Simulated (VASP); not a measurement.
Calculation: PBEsol GGA, VASP's PBE PAW potentials (set 64) (plane waves; VASP).

VASP input:

**KPOINTS**
```
Automatic mesh
0
Gamma
14 14 14
0 0 0
```

File POSCAR:
```
RuSi
1
    2.9082854372     0.0000000000     0.0000000000
    0.0000000000     2.9082854372    -0.0000000000
    0.0000000000     0.0000000000     2.9082854372
Ru Si
1 1
Direct
  0.0000000000   0.0000000000   0.0000000000
  0.5000000000   0.5000000000   0.5000000000
```

**INCAR**
```
SYSTEM  =  RuSi
PREC  =  Accurate; ENCUT  =  400; LREAL  =  .FALSE.
LASPH  =  .TRUE.
EDIFF  =  1E-7; NELM  =  100; ALGO  =  Normal
LMAXMIX  =  4
ISMEAR  =  -5
GGA  =  PS
ISIF  =  2
LWAVE  =  .FALSE.; LCHARG  =  .TRUE.; LORBIT  =  11
NEDOS  =  601
```

POTCAR, in this order: Ru_pv Si (PBE.64 set). Program: vasp_std.

Problem. Predict the energy per atom (σ→0), band gap (on the k-mesh).

Solution. 
```json
{
  "energy per atom (σ→0)": "-8.674 eV/atom",
  "band gap (on the k-mesh)": "none (metal, semimetal or under 0.01 eV)"
}
```

### OSZICAR
```
...
DAV:   9    -0.173479891394E+02    0.14196E-03   -0.42677E-04  3846   0.203E-01    0.252E-01
DAV:  10    -0.173479436858E+02    0.45454E-04   -0.21272E-04  3535   0.192E-01    0.192E-02
DAV:  11    -0.173479222055E+02    0.21480E-04   -0.17421E-05  3595   0.549E-02    0.111E-02
DAV:  12    -0.173479261568E+02   -0.39514E-05   -0.39983E-07  3903   0.549E-03    0.280E-03
DAV:  13    -0.173479272056E+02   -0.10488E-05   -0.29979E-08  1770   0.143E-03    0.526E-04
DAV:  14    -0.173479270155E+02    0.19012E-06   -0.35793E-09  1665   0.634E-04    0.111E-04
DAV:  15    -0.173479270868E+02   -0.71319E-07   -0.58682E-10  1640   0.181E-04
   1 F= -.17347927E+02 E0= -.17347927E+02  d E =0.000000E+00
```

The structure was generated: RuSi was put into the CsCl type type (Pm-3m), which need not be its known phase. It was relaxed first, which changed the volume by -34 %.
